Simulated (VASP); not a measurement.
Ta3AsAu2O13, 19 atoms in the cell. The typed cell holds 19 atoms: a = 5.724 Å, b = 6.389 Å, c = 8.473 Å, α = 80.92°, β = 88.19°, γ = 78.31°. The cell was built by a generator and needn't be a form met in nature.

- Program: VASP 6.6.1
- Task: relaxation of cell and atoms
- Functional: PBE
- Potentials or basis: VASP PAW PBE potentials, release 64 (Ta_pv, As, Au, O)
- Cutoff: 600 eV
- k mesh: 5 × 5 × 4
- Occupations: fermi-dirac, width 0.05 eV
- Spin: no spin polarisation
- Further INCAR settings: ALGO = Normal; EDIFF = 1e-06; IBRION = 2; EDIFFG = -0.005; NSW = 40; ISIF = 3

Potentials or basis: VASP PAW PBE potentials, release 64 (Ta_pv, As, Au, O).

Launch:

```sh
$ cat potpaw_PBE.64/Ta_pv/POTCAR potpaw_PBE.64/As/POTCAR potpaw_PBE.64/Au/POTCAR potpaw_PBE.64/O/POTCAR > POTCAR
$ mpirun -np 4 vasp_std > vasp.out
```

Hardware: 4 MPI ranks on Intel(R) Xeon(R) Platinum 8375C CPU @ 2.90GHz (Ice Lake) (shared host).

Task: Estimate the wall time of this run.

Result: Run time: 88 min on 4 MPI ranks on Intel(R) Xeon(R) Platinum 8375C CPU @ 2.90GHz (Ice Lake) (shared host), peak memory 1.4 GiB a rank. Counts: scf iterations 165, k points 51, ion steps 34.
